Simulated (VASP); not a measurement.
# LiSb2 under changes of volume

One of the cells (27.649 Å³/atom); the others are scaled copies at fixed shape and fractional positions:

```
Li Sb
1.0
    -2.06134    2.06134    4.88032
     2.06134   -2.06134    4.88032
     2.06134    2.06134   -4.88032
Li Sb
1 2
Direct
  0.50000 0.50000 0.00000
  0.19737 0.19737 0.00000
  0.80263 0.80263 0.00000
```

The cell was built by a generator and needn't be a form met in nature.

* Program: VASP 6.6.1
* Functional: PBE
* Potentials or basis: VASP PAW PBE potentials, release 64 (Li_sv, Sb)
* Cutoff: 520 eV
* k mesh: 9 × 9 × 9
* Occupations: fermi-dirac, width 0.05 eV
* Spin: no spin polarisation

| volume (Å³/atom) | energy over the lowest point (meV/atom) | largest force (eV/Å) |
| --- | --- | --- |
| 25.481 | 12.10 | 0.210 |
| 26.023 | 4.34 | 0.109 |
| 26.565 | 0.00 | 0.016 |
| 27.649 | 0.22 | 0.137 |
| 28.192 | ? | ? |
| 28.734 | 10.32 | 0.260 |

**Question.** What does the run at 28.192 Å³/atom give?

**Answer.** Energy over the lowest point 4.18 meV/atom; largest force 0.202 eV/Å.

Worked out: A Birch-Murnaghan fit of order 3 (a polynomial in V^(-2/3)) to the other rows has its minimum at 27.08 Å³/atom with B0 = V·E''(V) = 41 GPa and B' = 4.5 at fixed shape and positions, which overstates the stiffness. It gives 4.17 meV/atom at 28.192 Å³/atom, against the run's 4.18.

Energies are extrapolated to zero smearing.

Caveats: the cutoff is under 1.25 times the usual one of these potentials, so pressure, stress and relaxed cells hold a basis-set (Pulay) error.
